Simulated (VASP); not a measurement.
Output of a VASP run:

File OSZICAR:
```
       N       E                     dE             d eps       ncg     rms          rms(c)
DAV:   1     0.295151730725E+03    0.29515E+03   -0.23101E+04  2072   0.107E+03
DAV:   2    -0.184184064657E+02   -0.31357E+03   -0.29813E+03  2243   0.285E+02
DAV:   3    -0.297871457458E+02   -0.11369E+02   -0.11121E+02  2645   0.515E+01
DAV:   4    -0.300920738944E+02   -0.30493E+00   -0.30403E+00  2914   0.701E+00
DAV:   5    -0.300959926217E+02   -0.39187E-02   -0.39184E-02  2506   0.767E-01    0.233E+01
DAV:   6    -0.282176649410E+02    0.18783E+01   -0.11736E+01  2262   0.367E+01    0.138E+01
DAV:   7    -0.280850228250E+02    0.13264E+00   -0.22735E+00  2208   0.139E+01    0.513E+00
DAV:   8    -0.280034132160E+02    0.81610E-01   -0.44290E-01  2335   0.606E+00    0.320E+00
DAV:   9    -0.279861951851E+02    0.17218E-01   -0.65075E-02  2532   0.204E+00    0.539E-01
DAV:  10    -0.279856247992E+02    0.57039E-03   -0.49768E-03  2426   0.511E-01    0.154E-01
DAV:  11    -0.279855663595E+02    0.58440E-04   -0.62305E-04  2636   0.154E-01    0.529E-02
DAV:  12    -0.279855557008E+02    0.10659E-04   -0.10395E-04  2499   0.909E-02    0.138E-02
DAV:  13    -0.279855561517E+02   -0.45096E-06   -0.10793E-05  2404   0.239E-02    0.540E-03
DAV:  14    -0.279855560076E+02    0.14410E-06   -0.13254E-06  1326   0.804E-03
   1 F= -.27985556E+02 E0= -.27963559E+02  d E =-.439933E-01
```

**OUTCAR**
```
------------------------ aborting loop because EDIFF is reached ----------------------------------------
  FORCE on cell =-STRESS in cart. coord.  units (eV):
  Direction    XX          YY          ZZ          XY          YZ          ZX
  --------------------------------------------------------------------------------------
  Total       -4.6394342     -4.6394338     -5.7823994      0.0000000     -0.0000000      0.0000000
  in kB      -61.1902632    -61.1902572    -76.2650194      0.0000000     -0.0000000      0.0000000
  external PRESSURE =     -66.2151799 kB  Pullay stress =       0.0000000 kB
  volume of cell :      121.48
      direct lattice vectors                 reciprocal lattice vectors
     5.548580000  0.000000000  0.000000000     0.180226292  0.104053703  0.000000000
    -2.774290000  4.805211000  0.000000000     0.000000000  0.208107407  0.000000000
     0.000000000  0.000000000  4.556160000     0.000000000  0.000000000  0.219483073
 POSITION                                       TOTAL-FORCE (eV/Angst)
 -----------------------------------------------------------------------------------
      0.00000      0.00000      0.00000        -0.000000      0.000000      0.000000
      2.77429      0.00000      2.27808        -0.000000      0.000000      0.000000
      1.38715      2.40261      2.27808        -0.000000      0.000000      0.000000
     -1.38715      2.40261      2.27808        -0.000000      0.000000      0.000000
     -0.00000      3.20348      0.00000         0.000000      0.000000      0.000000
      2.77429      1.60174      0.00000        -0.000000     -0.000000      0.000000
 -----------------------------------------------------------------------------------
    total drift:                               -0.000000     -0.000000      0.000000
  FREE ENERGIE OF THE ION-ELECTRON SYSTEM (eV)
  ---------------------------------------------------
  free  energy   TOTEN  =       -27.9855560076 eV

  energy  without entropy=      -27.9415627545  energy(sigma->0) =      -27.96355938
```
(Selected blocks of OUTCAR.)

File POSCAR:
```
SrAg3Pd2
1
    5.5485800000     0.0000000000     0.0000000000
   -2.7742900000     4.8052110000     0.0000000000
    0.0000000000     0.0000000000     4.5561600000
Sr Ag Pd
1 3 2
Direct
  0.0000000000   0.0000000000   0.0000000000
  0.5000000000   0.0000000000   0.5000000000
  0.5000000000   0.5000000000   0.5000000000
  0.0000000000   0.5000000000   0.5000000000
  0.3333330000   0.6666670000   0.0000000000
  0.6666670000   0.3333330000   0.0000000000
```

Question: Reconstruct the remaining input files.

Answer: Several could match; the one computed here: the input of the run itself, LDA (Ceperley-Alder, Perdew-Zunger), plane waves, VASP's LDA PAW potentials (set 64).

INCAR:
```
# general
SYSTEM  = SrAg3Pd2
PREC    = Accurate
ENCUT   = 300
LREAL   = F
LASPH   = T

# electronic loop
EDIFF   = 1E-6
NELM    = 100
ALGO    = Normal
LMAXMIX = 4

# smearing
ISMEAR  = 0
SIGMA   = 0.2

# ions
ISIF    = 2

# output
LWAVE   = F
LCHARG  = F
```

### KPOINTS
```
Automatic mesh
0
Gamma
6 6 6
0 0 0
```

POTCAR, in this order: Sr_sv Ag Pd (LDA.64 set). Program: vasp_std.

At this cut-off the stress carries a Pulay error, which pulls relaxed volumes low.

The structure comes from a computed database's SrAg3Pd2 entry (P6/mmm); how it stands against other phases isn't given here. The cell was not relaxed at this level. The run is one of a series of settings (GGA removed, POTCAR Sr_sv Ag Pd (LDA.64 set) against the base run), some of them coarse on purpose. The electron count is odd and the run is not spin-polarised, which forces a metal.
